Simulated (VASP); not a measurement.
Consider the following.

```
Os
1.0
    1.35837    -2.35277     0.00000
    1.35837     2.35277     0.00000
    0.00000     0.00000     4.29401
Os
2
Cartesian
  1.35837   0.78426   1.07350
  1.35837  -0.78426   3.22051
```

Level of theory: LDA (Ceperley-Alder, Perdew-Zunger), VASP's LDA PAW potentials (set 64) (plane waves; VASP). Settings: 500 eV cut-off, 15×15×9 Γ-centred mesh, first-order Methfessel-Paxton smearing of 0.10 eV, potentials Os.

Problem. The ions, cell shape and volume at an external pressure of 5.0 GPa are relaxed. Which structure does the run end with?

Solution. 
```
Os
1.0
    1.35373    -2.34473     0.00000
    1.35373     2.34473     0.00000
    0.00000     0.00000     4.27941
Os
2
Cartesian
  1.35373   0.78158   1.06985
  1.35373  -0.78158   3.20955
```
Space group P6_3/mmc (194), at a tolerance of 0.03 Å.

Problem. How do energy and volume change from the first to the last step?

Solution. The energy (σ→0) changes by +2.2 meV/atom and the volume by -1.0 %, in 3 ionic steps.

```csv
step,E(σ→0) (eV),max force (eV/Å),pressure (GPa),volume (Å³)
1,-25.3113,0.000,0.07,27.45
2,-25.1526,0.000,32.78,25.80
3,-25.3070,0.000,4.88,27.17
```

The compound is Os in the hcp structure. This run relaxes it under an external pressure of 5 GPa. Symmetry was kept, so distortions that lower it aren't found.
